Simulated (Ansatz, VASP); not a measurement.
## Cross-check of SnTe between VASP and Ansatz

One calculation is typed for both programs; each brings its own data sets. How far apart do they land? The two relaxations start from unlike cells of this crystal (the structure described is Ansatz's start), so only their ends are compared.

Calculated with Ansatz 0.2.0; plane waves, with VASP 6.6.1 beside it; relaxation of cell and atoms at BLYP with D3(BJ).

## Step 1: Starting point

The structure is cubic, space group Fm-3m (No. 225). The conventional cell has a = 6.302 Å, b = 6.302 Å, c = 6.302 Å, α = 90.00°, β = 90.00°, γ = 90.00°. Nearest to Sn lie 6 Te at 3.15 Å. Te has 6 Sn at 3.15 Å nearest. Farther neighbours and most contacts between anions are not listed.

Structure file:

```
Sn Te
1.0
     0.00000    3.15085    3.15085
     3.15085    0.00000    3.15085
     3.15085    3.15085    0.00000
Sn Te
1 1
Cartesian
  0.0000 0.0000 0.0000
  3.1509 3.1509 3.1509
```

## Step 2: VASP: relaxation of cell and atoms, BLYP with D3(BJ)

The relaxed volume is the usual yardstick between codes: in a stiff, nearly cubic crystal its relative difference is about their pressure difference at one cell divided by the bulk modulus.

Lines of VASP's logs that name or quote its potential files are left out, and so is its time.

Contents of INCAR:

```
SYSTEM = SnTe
PREC = Accurate
ENCUT = 500
EDIFF = 1E-07
NELM = 120
ISMEAR = 0
SIGMA = 0.01
LREAL = .FALSE.
ALGO = Normal
GGA = B5
ALDAX = 1
AGGAX = 1
AGGAC = 1
ALDAC = 0
IVDW = 12
VDW_S6 = 1
VDW_S8 = 2.6996
VDW_A1 = 0.4298
VDW_A2 = 4.2359
NBANDS = 16
LORBIT = 11
LWAVE = .FALSE.
LCHARG = .FALSE.
ISIF = 3
IBRION = 2
NSW = 80
EDIFFG = -0.005
LASPH = .TRUE.
GGA_COMPAT = .FALSE.
NELMIN = 4
EFERMI = MIDGAP
```

Contents of POSCAR:

```
SnTe
1.0
    0.0000000000      3.1788699078      3.1788699078
    3.1788699078      0.0000000000      3.1788699078
    3.1788699078      3.1788699078      0.0000000000
Sn Te
1 1
Direct
    0.0000000000      0.0000000000      0.0000000000
    0.5000000000      0.5000000000      0.5000000000
```

Contents of KPOINTS:

```
Automatic mesh
0
Gamma
8 8 8
0 0 0
```

Potentials, in the order of the species: Sn_d and Te (PBE family, release 64).

Launch:

```
mpirun -np 1 vasp_std
```

Numbers of over 12 decimals in the logs are rounded to 6 here.

The log of the run:

```text
[banner, memory and clock lines left out]
running    1 mpi-ranks, on    1 nodes
 distrk:  each k-point on    1 cores,    1 groups
 distr:  one band on    1 cores,    1 groups

 POSCAR found type information on POSCAR SnTe
 POSCAR found :  2 types and       2 ions
|                                                                             |
|               ----> ADVICE to this user running VASP <----                  |
|                                                                             |
|     You enforced a specific xc type in the INCAR file but a different       |
|     [... a line on the potential file left out ...]
|     I HOPE YOU KNOW WHAT YOU ARE DOING!                                     |
|                                                                             |

 LDA part: xc-table for (Slater(with rela. corr.)+VWN5), standard interpolation
 POSCAR, INCAR and KPOINTS ok, starting setup
 FFT: planning ... GRIDC
 FFT: planning ... GRID_SOFT
 FFT: planning ... GRID
 WAVECAR not read
 entering main loop
       N       E                     dE             d eps       ncg     rms          rms(c)
DAV:   1     0.127415653151E+03    0.12742E+03   -0.92417E+03   928   0.139E+03
DAV:   2     0.482467292494E+01   -0.12259E+03   -0.11940E+03  1008   0.349E+02
DAV:   3    -0.601510672156E+01   -0.10840E+02   -0.10814E+02  1168   0.926E+01
DAV:   4    -0.630081000427E+01   -0.28570E+00   -0.28566E+00  1160   0.162E+01
DAV:   5    -0.631304210390E+01   -0.12232E-01   -0.12232E-01  1360   0.306E+00    0.395E+00
DAV:   6    -0.621725545605E+01    0.95787E-01   -0.25391E-01  1232   0.348E+00    0.251E+00
DAV:   7    -0.621998152163E+01   -0.27261E-02   -0.69595E-02  1104   0.135E+00    0.987E-01
DAV:   8    -0.622174795781E+01   -0.17664E-02   -0.76273E-03  1216   0.749E-01    0.172E-01
DAV:   9    -0.622185897209E+01   -0.11101E-03   -0.91757E-04  1192   0.272E-01    0.523E-02
DAV:  10    -0.622188851433E+01   -0.29542E-04   -0.13814E-04  1192   0.901E-02    0.267E-02
DAV:  11    -0.622189663716E+01   -0.81228E-05   -0.24854E-05  1120   0.372E-02    0.163E-02
DAV:  12    -0.622189670031E+01   -0.63155E-07   -0.89246E-07  1216   0.685E-03
   1 F= -.80621638E+01 E0= -.80621638E+01  d E =-.806216E+01
 curvature:   0.00 expect dE= 0.000E+00 dE for cont linesearch  0.000E+00
 trial: gam= 0.00000 g(F)=  0.000E+00 g(S)=  0.729E-05 ort = 0.000E+00 (trialstep = 0.100E+01)
 search vector abs. value=  0.729E-05
 bond charge predicted
       N       E                     dE             d eps       ncg     rms          rms(c)
DAV:   1    -0.622057407265E+01    0.13226E-02   -0.19018E-03  1208   0.637E-01    0.540E-02
DAV:   2    -0.622050109481E+01    0.72978E-04   -0.11953E-04  1216   0.166E-01    0.227E-02
DAV:   3    -0.622048421277E+01    0.16882E-04   -0.51340E-05  1248   0.101E-01    0.454E-03
DAV:   4    -0.622048442011E+01   -0.20735E-06   -0.15190E-06  1072   0.124E-02    0.360E-03
DAV:   5    -0.622048485116E+01   -0.43104E-06   -0.22393E-07  1064   0.388E-03    0.764E-04
DAV:   6    -0.622048489290E+01   -0.41739E-07   -0.19835E-08   608   0.208E-03
   2 F= -.80621609E+01 E0= -.80621609E+01  d E =0.286540E-05
 trial-energy change:    0.000003  1 .order   -0.000001   -0.000007    0.000006
 step:   0.5429(harm=  0.5429)  dis= 0.00000  next Energy=    -8.062166 (dE=-0.198E-05)
 reached required accuracy - stopping structural energy minimisation
```

OUTCAR, selected parts (step 2):

```text
ion  position               nearest neighbor table
   1  0.000  0.000  0.000-   2 3.18   2 3.18   2 3.18   2 3.18   2 3.18   2 3.18
   2  0.500  0.500  0.500-   1 3.18   1 3.18   1 3.18   1 3.18   1 3.18   1 3.18

  LATTYP: Found a face centered cubic cell.
 ALAT       =     6.3577398156

 Subroutine GETGRP returns: Found 48 space group operations
 (whereof 48 operations were pure point group operations)

The static configuration has the point symmetry O_h .

 Found     29 irreducible k-points:

   k-points           NKPTS =     29   k-points in BZ     NKDIM =     29   number of bands    NBANDS=     16

   dimension x,y,z NGX =    36 NGY =   36 NGZ =   36
   dimension x,y,z NGXF=    72 NGYF=   72 NGZF=   72

   ENCUT  =  500.0 eV  36.75 Ry    6.06 a.u.   8.20  8.20  8.20*2*pi/ulx,y,z

   NELECT =      20.0000    total number of electrons

 k-points in reciprocal lattice and weights: Automatic mesh
   0.00000000  0.00000000  0.00000000       0.002
   0.12500000  0.00000000  0.00000000       0.016
   0.25000000  0.00000000  0.00000000       0.016
   0.37500000  0.00000000  0.00000000       0.016
   0.50000000  0.00000000  0.00000000       0.008
   0.12500000  0.12500000  0.00000000       0.012
   0.25000000  0.12500000  0.00000000       0.047
   0.37500000  0.12500000  0.00000000       0.047
   0.50000000  0.12500000  0.00000000       0.047
[...]
-0.37500000  0.50000000  0.12500000       0.023
  -0.25000000  0.50000000  0.25000000       0.012

 Edisp (eV)   -1.84027

 average (electrostatic) potential at core
       1-100.7097       2 -87.7745

 E-fermi :   7.1621

 k-point     1 :       0.0000    0.0000    0.0000
  band No.  band energies     occupation
    ...
      6      -5.5205      2.00000
      7       2.1692      2.00000
      8       5.0010      2.00000
      9       5.0010      2.00000
     10       5.0010      2.00000
     11      10.3070      0.00000
     12      10.3070      0.00000
     13      10.3070      0.00000
     14      12.1194      0.00000
     15      12.1194      0.00000
    ...

 k-point     2 :       0.1250    0.0000    0.0000
  band No.  band energies     occupation
    ...
      6      -5.3952      2.00000
      7       1.5526      2.00000
      8       5.0287      2.00000
      9       5.0287      2.00000
     10       5.4308      2.00000
     11       9.6934      0.00000
     12       9.6934      0.00000
     13       9.7390      0.00000
     14      12.0917      0.00000
     15      12.4251      0.00000
    ...

 k-point     3 :       0.2500    0.0000    0.0000
  band No.  band energies     occupation
    ...
      6      -5.0439      2.00000
      7       0.3833      2.00000
      8       5.1223      2.00000
      9       5.1223      2.00000
     10       6.0945      2.00000
     11       8.6548      0.00000
     12       8.6548      0.00000
     13       8.7377      0.00000
     14      12.5184      0.00000
     15      13.2815      0.00000
    ...

 Edisp (eV)   -1.84168

  Total       0.00845     0.00845     0.00845     0.00000     0.00000     0.00000
  in kB       0.21086     0.21086     0.21086     0.00000     0.00000     0.00000
  external pressure =        0.21 kB  Pullay stress =        0.00 kB

  energy-cutoff  :      500.00
  volume of cell :       64.20
      direct lattice vectors                 reciprocal lattice vectors
     0.000000000  3.178100546  3.178100546    -0.157326678  0.157326678  0.157326678
     3.178100546  0.000000000  3.178100546     0.157326678 -0.157326678  0.157326678
     3.178100546  3.178100546  0.000000000     0.157326678  0.157326678 -0.157326678

 POSITION                                       TOTAL-FORCE (eV/Angst)
 -----------------------------------------------------------------------------------
      0.00000      0.00000      0.00000        -0.000000     -0.000000      0.000000
      3.17810      3.17810      3.17810         0.000000      0.000000     -0.000000
 -----------------------------------------------------------------------------------
    total drift:                               -0.000000      0.000000      0.000000

  FREE ENERGIE OF THE ION-ELECTRON SYSTEM (eV)
  ---------------------------------------------------
  free  energy   TOTEN  =        -8.0621609097 eV

  energy  without entropy=       -8.0621609097  energy(sigma->0) =       -8.06216091

 reached required accuracy - stopping structural energy minimisation

 total charge
# of ion       s       p       d       tot
------------------------------------------
    1        1.385   0.729   9.985  12.099
    2        1.395   2.003   0.026   3.424
--------------------------------------------------
tot          2.780   2.732  10.011  15.523

[... 3 further parts left out ...]
```

## Step 3: Ansatz: relaxation of cell and atoms, BLYP with D3(BJ)

Ansatz runs on its default PAW (the set named soft_2) files.

Its own start cell and the same functional (in two slightly different forms), mesh and smearing now go to Ansatz, which takes its cutoff from its data sets.

Contents of input.yaml:

```yaml
crystal:
  lattice:
    - [0.0, 3.15085, 3.15085]
    - [3.15085, 0.0, 3.15085]
    - [3.15085, 3.15085, 0.0]
  atoms:
    - { symbol: Sn, position: [0.0, 0.0, 0.0] }
    - { symbol: Te, position: [0.5, 0.5, 0.5] }
kpoints:
  mp_grid: { grid: [8, 8, 8] }
hamiltonian:
  xc: blyp
  dispersion: d3bj
scf:
  occupations: { method: gaussian, width: 0.01 }
output:
  forces: true
  stress: true
  eigenvalues: true
relax:
  adjacent_minimum: "off"
  f_tol: 0.005
  max_steps: 60
  cell: { stress_tol: 0.03 }
```

Launch:

```
ansatz run input.yaml --threads 4 --pin off --max-ram 8192MiB --backend cpu --events-out ev --progress --plain --runs-dir out
```

The log of the run:

```text
Engine: ansatz 0.2.0, aarch64-unknown-linux-gnu
Pseudopotentials: kind: paw
Pseudopotential: Sn, paw, valence charge 14, recommended cutoff 420 eV (normal), Sn.paw.azcp
Pseudopotential: Te, paw, valence charge 16, recommended cutoff 420 eV (normal), Te.paw.azcp
Functional definition: BLYP
  parameter beta = 0.0042
  parameter a = 0.04918
  parameter b = 0.132
  parameter c = 0.2533
  parameter d = 0.349
  exchange = b88_x(beta = beta)
  correlation = lyp_c(a = a, b = b, c = c, d = d)
Crystal: 2 atoms, lattice volume = 62.562 Å³
Basis set: ecut = 420 eV, 1243 PW (Γ), exchange–correlation on 60×60×60 points (8 copies of the dense FFT grid, shifted against one another)
Bands: 19, of which v1, the nominal top of the filled ones, is band 15 counted from 1 (14 counted from 0)
Symmetry: 48 space group operations
Space group: Fm-3m (ITA 225), of the structure as read, at distance tolerance 4.0e-5 Å
k-points: 29 of 512
Non-local potential: Sn, projectors of the file, l = 0: 2, l = 1: 2, l = 2: 2, l = 3: 2
Non-local potential: Te, projectors of the file, l = 0: 2, l = 1: 2, l = 2: 2, l = 3: 2
PAW form: soft (Blöchl's): semilocal exchange-correlation on the pseudo side does not see the compensation charge
PAW frozen core: Sn, regenerated for the run's functional, and the local potential with it (the file was generated under x = pbe(κ = 0.804, μ = 0.219515), c = pbe(β = 0.066725))
PAW frozen core: Te, regenerated for the run's functional, and the local potential with it (the file was generated under x = pbe(κ = 0.804, μ = 0.219515), c = pbe(β = 0.066725))
PAW one-centre angular grid: Sn, 590 points (default); XC on 64 Gauss nodes
PAW one-centre angular grid: Te, 590 points (default); XC on 64 Gauss nodes
Initial density: superposition of atomic densities (neutral atoms: chi_scale 0, normalization atom), corrected by the library's trained network
Initial wavefunctions: pseudopotential atomic-orbital guess
Functional: x = b88, c = lyp
SCF iter   1: F=—  HF=-13040.132758 eV  |F-HF|=—  |Δ(HF+E_count)|=         —  Δρ=6.48e-3  dr2=3.33e-2  ethr=1.77e-3  ⟨swp⟩=6.7  Hψ=2968  notcnv=0
preconditioner: auto → none  [insulator: Δε(μ)=0.103 eV  Ē_g=8.763 eV  σ=0.010 eV  W_gap=1.00  n_scr=14 (ndim 8)  ℏωp=14.8 eV  f_vac=0.009  D(μ)=0.00/eV (n_scr^D=0)  ε∞_Penn≈3.9]
SCF iter   2: F=—  HF=-13040.122752 eV  |F-HF|=—  |Δ(HF+E_count)|=   1.00e-2  Δρ=2.89e-3  dr2=5.16e-3  ethr=1.11e-4  ⟨swp⟩=2.0  Hψ=997  notcnv=0
SCF iter   3: F=—  HF=-13040.121307 eV  |F-HF|=—  |Δ(HF+E_count)|=   1.44e-3  Δρ=3.64e-4  dr2=9.94e-5  ethr=1.72e-5  ⟨swp⟩=3.2  Hψ=1094  notcnv=0
SCF iter   4: F=—  HF=-13040.121253 eV  |F-HF|=—  |Δ(HF+E_count)|=   5.36e-5  Δρ=1.00e-4  dr2=3.71e-6  ethr=3.31e-7  ⟨swp⟩=2.9  Hψ=974  notcnv=0
SCF iter   5: F=—  HF=-13040.121257 eV  |F-HF|=—  |Δ(HF+E_count)|=   3.32e-6  Δρ=2.50e-5  dr2=1.44e-7  ethr=1.24e-8  ⟨swp⟩=2.9  Hψ=988  notcnv=0
SCF iter   6: F=-13040.121257 eV  HF=-13040.121257 eV  |F-HF|=2.22e-9  |Δ(HF+E_count)|=   3.65e-7  Δρ=2.92e-6  dr2=4.59e-9  ethr=3.33e-10  ⟨swp⟩=6.1  Hψ=2497  notcnv=0
SCF 1 converged in 6 iterations: F = -13040.121257 eV  dr2 = 4.59e-9
  greatest PAW one-centre occupation: 0.999 electrons in one spin orbital (limit 2), on the Te atom at site 1 (counted from 0), in its partial waves of l = 2
relax step   1: F+E_penalty+E_count = -13040.12125698 eV  Δ(F+E_penalty+E_count) = +0.000e0 eV  max|allowed force component| = 2.324e-29 eV/Å  Δτ_max = 0.0000 Å  P = +1.082 GPa  Ω = 62.562 Å³  (6 SCF iters, dr2 threshold 1.00e-7 eV, accepted)
[...]
relax step   2: F+E_penalty+E_count = -13040.12533149 eV  Δ(F+E_penalty+E_count) = -4.075e-3 eV  max|allowed force component| = 8.940e-30 eV/Å  Δτ_max = 0.0000 Å  P = -0.319 GPa  Ω = 64.556 Å³  energy of the carried Pulay correction = -3.306e-4 eV  (5 SCF iters, dr2 threshold 2.00e-7 eV, accepted)
[...]
relax step   3: F+E_penalty+E_count = -13040.12590887 eV  Δ(F+E_penalty+E_count) = -5.774e-4 eV  max|allowed force component| = 6.679e-29 eV/Å  Δτ_max = 0.0000 Å  P = -0.022 GPa  Ω = 64.091 Å³  energy of the carried Pulay correction = -2.544e-4 eV  (4 SCF iters, dr2 threshold 2.00e-7 eV, accepted)
[...]
relax step   4: F+E_penalty+E_count = -13040.12615472 eV  Δ(F+E_penalty+E_count) = -2.458e-4 eV  max|allowed force component| = 3.103e-29 eV/Å  Δτ_max = 0.0000 Å  P = -0.023 GPa  Ω = 64.091 Å³  stress off target by 2.28e-2 GPa  SCF on the basis re-selected at this cell (its energy is not comparable with the rows above)  (5 SCF iters)
basis re-selected at this cell: Δ(F+E_penalty+E_count) = -2.458e-4 eV, ΔP = -0.001 GPa vs the last step (what re-selecting the basis moved, of the pressure what is left beyond the Pulay correction that the steps carried, after the strain that the cell walked since its last selection, with what the two solves' SCF thresholds leave and, on support functions, any second-order correction that the steps lacked; it is no measure of the basis error at this ecutwfc). The dense FFT grid was sized anew with the basis: this SCF ran on 32×32×32 points, the steps before it on 30×30×30, so part of this shift can come from that change (see relax.cell in the input reference). [rest of the remark cut]
SCF converged after 5 iterations
Free energy (F): -13040.126155 eV
Harris-Foulkes:  -13040.126155 eV  (|F-HF|=3.64e-12)
Internal energy: -13040.126155 eV  (E = F + TS)
E sigma→0 (E₀):  -13040.126155 eV
Fermi energy:    9.807672 eV
--- Per-component energies (eV) ---
  E_band       = -349.230005
  E_kinetic    = 368.364876
  E_local      = -2193.578984  (includes V_loc(G=0)·N_el)
  E_nonlocal   = -345.577237
  E_hartree    = 1371.265207
  E_xc         = -503.971790
  E_vxc        = -197.158006  (∫ρ·V_xc dr)
  E_paw        = -8832.577652  (= ΣΔE_a)
  E_vpaw       = -723.810778  (= ΣTr[D̂ρ^β])
  E_aug_tail   = -0.000250  (compensation charges beyond the density's cutoff)
  E_ewald      = -2902.051250
  E_disp       = -1.845201  (pairwise vdW)
  E_core_change = -0.153874  (= ΣΔE_core)
  E_smearing   = -0.000000  (= −TS)
  E_closure    = 0.000000  (closes the sum)
  Σ components = -13040.126155   (vs F -13040.126155, Δ=0.00e0)
--- Forces (eV/Å), atoms counted from 1 ---
  atom   1  Sn    -0.00000000     0.00000000     0.00000000
  atom   2  Te     0.00000000    -0.00000000     0.00000000
  max |Σ_I F_I| component: 5.57e-29 eV/Å
--- Stress (GPa, compression-positive) ---
       -0.022845      -0.000000      -0.000000
       -0.000000      -0.022845      -0.000000
       -0.000000      -0.000000      -0.022845
  P = ⅓ Tr σ = -0.0228 GPa (-0.228 kbar)
--- Band table (eV; the first three rows and the last of 29) ---
  k-point 0: bands = [... 11 lower, 4.7756, 7.6577, 7.6577, 7.6577, 12.9681, 12.9681, 12.9681, 14.8133]
  k-point 1: bands = [... 11 lower, 4.1688, 7.6853, 7.6853, 8.0794, 12.3574, 12.3574, 12.3974, 14.7781]
  k-point 2: bands = [... 11 lower, 3.0107, 7.7785, 7.7785, 8.7372, 11.3202, 11.3202, 11.3913, 15.1988]
  k-point 28: bands = [... 11 lower, 2.3381, 5.1585, 5.1585, 8.8887, 10.5831, 14.4995, 14.4995, 15.7440]
--- Relaxed structure (3 steps of the walk, 3 accepted, 1 SCFs on fresh bases) ---
  F+E_penalty+E_count = -13040.12615472 eV   max|allowed force component| = 3.103e-29 eV/Å   (the final SCF, on the basis selected at the relaxed cell)
  cell:  # Å, volume = 64.0906 Å³
    - [0, 3.176299, 3.176299]
    - [3.176299, 0, 3.176299]
    - [3.176299, 3.176299, 0]
  atoms:
    - { symbol: Sn, position: [0, 0, 0] }
    - { symbol: Te, position: [0.500000, 0.500000, 0.500000] }
```

The column dr2 measures how far the density is from self-consistency, as an energy; F and HF (Harris–Foulkes) agree once it is small.

## Step 4: Side by side

Known differences besides the potentials themselves: the data sets hold 30 valence electrons in Ansatz (on its default PAW (the set named soft_2) files) and 20 in VASP; the cutoff is 420 eV in Ansatz and 500 eV in VASP; Ansatz makes its cores anew for this functional, VASP keeps those of its PBE data sets; VASP's log shows a relativistic correction to its local exchange, Ansatz's none; Ansatz adds a Pulay correction to the stress that steers its cell, VASP none. Total energies have different zeros and are not compared.

Both answers:

| quantity | Ansatz | VASP | difference |
| --- | --- | --- | --- |
| volume (Å³) | 64.09 | 64.20 | -0.17 % |
| edge a after relaxation, in the typed setting (Å) | 4.492 | 4.495 | -0.06 % |

## Step 5: Outcome

```
difference in volume (relaxation of cell and atoms, BLYP with D3(BJ)) : -0.17 %
```

In words: The difference in volume is -0.17 % (relaxation of cell and atoms, BLYP with D3(BJ)), within the 1.2 % picked in this series as the mark of a large difference, as far as the stopping tolerances let one tell. The data sets hold unlike numbers of valence electrons (30 in Ansatz and 20 in VASP), so part of the differences comes from the potentials. 2 further runs of this series are not shown here. How closely two codes agree says nothing of how well the functional describes the real material.

[Lines on the potential files, build, host, timing and source positions are cut from VASP's logs without a mark.]

[Logs are printed without paths, hosts, clocks, repeated set-up lines and the standing remarks that a program may print on its own settings, such as how far it seeks lower states.]

[Hosts, paths, dates, database ids (printed as entryN), source tags and the programs' standing remarks are cut or masked in the printed files.]
